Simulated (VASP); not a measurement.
```
CELL_PARAMETERS angstrom
      0.00000     2.24524     2.24524
      2.24524     0.00000     2.24524
      2.24524     2.24524     0.00000
ATOMIC_POSITIONS crystal
  Hf 0.00000 0.00000 0.00000
  N  0.50000 0.50000 0.50000
```

Level of theory: PBEsol GGA, VASP's PBE PAW potentials (set 64) (plane waves; VASP). Run with 600 eV cut-off, 14×14×14 Γ-centred mesh, first-order Methfessel-Paxton smearing of 0.10 eV, potentials Hf_pv N.

Each relaxation starts from this cell; other phases were not tried.

**Question.** The cell is relaxed at 1 GPa. What happens?

**Answer.** The volume per atom goes from 11.32 to 11.27 Å³ (-0.4 %), and the cell becomes a = 4.4846 Å, b = 4.4846 Å, c = 4.4846 Å, α = 90.00°, β = 90.00°, γ = 90.00°, space group Fm-3m.

**Question.** The cell is relaxed at 2 GPa. What happens?

**Answer.** The volume per atom goes from 11.32 to 11.24 Å³ (-0.7 %), and the cell becomes a = 4.4797 Å, b = 4.4797 Å, c = 4.4797 Å, α = 90.00°, β = 90.00°, γ = 90.00°, space group Fm-3m.

Failed runs are left out, and for metals the shear rows, which the mesh's noise covers.

The compound is HfN in the rock salt structure. The electron count is odd and the run is not spin-polarised, which forces a metal.
